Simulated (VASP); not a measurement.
Wanted: the native input for a VASP 6.6.1 run.

| Item | Value |
| --- | --- |
| Task | single point |
| Functional | RPBE |
| Potentials or basis | VASP PAW PBE potentials, release 64 (Si, H, C, F) |
| Cutoff | 400 eV |
| k mesh | 1 × 1 × 1 |
| Occupations | gaussian, width 0.05 eV |
| Spin | no spin polarisation |
| Further INCAR settings | LREAL = Auto; ALGO = Normal; EDIFF = 1e-06; NBANDS = 160; ISYM = 0 |

The structure of Si48H16CF4 lies in POSCAR:

```
Si48H16CF4                              
1.0
    7.6805938572      7.6805938572      0.0000000000
   -7.6805938572      7.6805938572      0.0000000000
    0.0000000000      0.0000000000     23.4276500000
  Si              H               C               F             
    48    16     1     4
Selective dynamics
Direct
     0.6864350492784635    0.3138061933341205    0.4093722559745742   T   T   T
     0.8146044042811919    0.6812832950373656    0.4100774603624947   T   T   T
     0.0486467384086695    0.9515548501855832    0.4276389657007783   T   T   T
     0.3187872212245131    0.1855534043941666    0.4100115547348095   T   T   T
     0.9629574479323540    0.5389060255661933    0.4396076504840357   T   T   T
     0.2054078824538416    0.7947288602475495    0.4257556496568932   T   T   T
     0.4612488585798808    0.0373479272366923    0.4393831163164562   T   T   T
     0.5404948817131829    0.4596193901449232    0.4392588074840266   T   T   T
     0.8752637554225198    0.3903790124247183    0.3772821546831158   T   T   T
     0.8818563103198508    0.8716677563396140    0.3755929915078207   T   T   T
     0.1284322963228762    0.1182203512928181    0.3755430472077119   T   T   T
     0.3880404663810281    0.3767165231821773    0.3780846279112428   T   T   T
     0.1131248558221440    0.6281280565463820    0.3778925685734256   T   T   T
     0.3720933332826649    0.8868496208731692    0.3778754006266185   T   T   T
     0.6098161951184231    0.1250398406364510    0.3771410738008747   T   T   T
     0.6234576223380373    0.6120538725532728    0.3780852389267440   T   T   T
     0.9985850783414898    0.2525352383802105    0.3236661068182623   T   T   T
     0.0035395162596775    0.7497287131490501    0.3127008350094616   T   T   T
     0.2503151607871765    0.9963986614609658    0.3127050053204884   T   T   T
     0.4984137910240150    0.2508002852058729    0.3125308832509124   T   T   T
     0.2490257373413290    0.5007704814263121    0.3251406374023862   T   T   T
     0.4993742380374241    0.7509710617749613    0.3251035837004598   T   T   T
     0.7475853424497104    0.0014716096802894    0.3236489627879126   T   T   T
     0.7493432269871517    0.5015507178089322    0.3125742208961162   T   T   T
     0.8729710204864825    0.1271139929081842    0.2644830178400064   T   T   T
     0.8766485317036280    0.6254206353778133    0.2571096727398590   T   T   T
     0.1239056510363828    0.8760660796332077    0.2558117644599469   T   T   T
     0.3745755511538216    0.1233574639440485    0.2571162073823444   T   T   T
     0.1263885842466925    0.3746859909707336    0.2644044618974207   T   T   T
     0.3731259119761766    0.6268958272772176    0.2651591486631803   T   T   T
     0.6253980416641952    0.8736692417644636    0.2643905988998819   T   T   T
     0.6224175656599733    0.3776729427956950    0.2566816744370017   T   T   T
     0.7502652603057254    0.2497490354458134    0.2026808414392694   T   T   T
     0.7486672596470172    0.7516014199300736    0.2026260170328744   T   T   T
     0.9959556791211241    0.0040660014078238    0.2026288322821369   T   T   T
     0.2483880254609027    0.2513421271218729    0.2026325644215696   T   T   T
     0.0029915590382547    0.4975349641570269    0.2027648324220720   T   T   T
     0.2515275188634082    0.7484676463556617    0.2023085728621435   T   T   T
     0.5024723944095884    0.9970282849155644    0.2027657243199863   T   T   T
     0.4954278962012972    0.5045933777252057    0.2026777380787306   T   T   T
     0.8750000000000000    0.3750000000000000    0.1455075519999980   F   F   F
     0.8750000000000000    0.8750000000000000    0.1455075519999980   F   F   F
     0.1250000000000000    0.1250000000000000    0.1455075519999980   F   F   F
     0.3750000000000000    0.3750000000000000    0.1455075519999980   F   F   F
     0.1250000000000000    0.6250000000000000    0.1455075519999980   F   F   F
     0.3750000000000000    0.8750000000000000    0.1455075519999980   F   F   F
     0.6250000000000000    0.1250000000000000    0.1455075519999980   F   F   F
     0.6250000000000000    0.6250000000000000    0.1455075519999980   F   F   F
     0.9516281893000027    0.2983718106999973    0.1067115139999970   F   F   F
     0.7983718106999973    0.4516281893000027    0.1067115139999970   F   F   F
     0.9516281893000027    0.7983718106999973    0.1067115139999970   F   F   F
     0.7983718106999973    0.9516281893000027    0.1067115139999970   F   F   F
     0.2016281893000027    0.0483718106999973    0.1067115139999970   F   F   F
     0.0483718106999973    0.2016281893000027    0.1067115139999970   F   F   F
     0.4516281893000027    0.2983718106999973    0.1067115139999970   F   F   F
     0.2983718106999973    0.4516281893000027    0.1067115139999970   F   F   F
     0.2016281893000027    0.5483718106999973    0.1067115139999970   F   F   F
     0.0483718106999973    0.7016281893000027    0.1067115139999970   F   F   F
     0.4516281893000027    0.7983718106999973    0.1067115139999970   F   F   F
     0.2983718106999973    0.9516281893000027    0.1067115139999970   F   F   F
     0.7016281893000027    0.0483718106999973    0.1067115139999970   F   F   F
     0.5483718106999973    0.2016281893000027    0.1067115139999970   F   F   F
     0.7016281893000027    0.5483718106999973    0.1067115139999970   F   F   F
     0.5483718106999973    0.7016281893000027    0.1067115139999970   F   F   F
     0.2442139747437561    0.7548966438811655    0.5053264759582723   T   T   T
     0.3277397916188860    0.6597352858978834    0.5090819677565235   T   T   T
     0.2948950987492926    0.8522861422666698    0.5343172732275275   T   T   T
     0.1425347223427360    0.7188798240776825    0.5357952820058681   T   T   T
     0.0095558515382915    0.9908807013333557    0.4924942438613356   T   T   T
```

The cell was built by a generator and needn't be a form met in nature.

These files were run (other wordings do the same):

INCAR

```
SYSTEM = Si48H16CF4
  PREC = Accurate
  ENCUT = 400
  EDIFF = 1E-6
  ISMEAR = 0
  SIGMA = 0.05
  LREAL = Auto
  LASPH = .True.
  NELM = 100
  ALGO = Normal
  ISIF = 2
  LWAVE = .False.
  LCHARG = .False.
  GGA = RP
  NBANDS = 160
  ISYM = 0
  NCORE = 4
```

KPOINTS

```
Automatic mesh
0
Gamma
  1 1 1
  0 0 0
```

Potentials or basis: VASP PAW PBE potentials, release 64 (Si, H, C, F).

Run with:

```console
$ cat potpaw_PBE.64/Si/POTCAR potpaw_PBE.64/H/POTCAR potpaw_PBE.64/C/POTCAR potpaw_PBE.64/F/POTCAR > POTCAR
$ mpirun -np 8 vasp_gam > vasp.out
```

It gave:

The largest force is 0.425 eV/Å and the band gap on the k mesh is 0.51 eV, direct.

Caveat: the PAW data sets were made with another functional, which shifts forces and pressure a little.

Run time: 70 s on 8 MPI ranks on AMD EPYC 9R45 (Zen 5), with other jobs on the host, peak memory 0.32 GiB a rank.
